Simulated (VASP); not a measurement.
The system is H2, in a box.

```
H
1.0
    10.00000    0.00000    0.00000
     0.00000   10.00000    0.00000
     0.00000    0.00000   10.00000
H
2
Cartesian
  5.0000 5.0000 4.6750
  5.0000 5.0000 5.3250
```

Program: VASP 6.6.1. Alike in all runs: task single point; potentials or basis VASP PAW PBE potentials, release 64 (H); no spin polarisation; cell as given; k mesh 1 × 1 × 1; cutoff (eV) 450; smearing gaussian 0.02 eV.

Order these runs on this cell by their band gap on the k mesh, lowest first.
A. level PBE+D3(BJ)
B. level r2SCAN
C. level HSE06; grid for exact exchange (PRECFOCK) Fast; screening parameter 0.2 1/A

A (10.66 eV), B (11.42 eV), C (11.95 eV).

A k mesh can miss the band edges.

Not every run made on this cell is shown here.
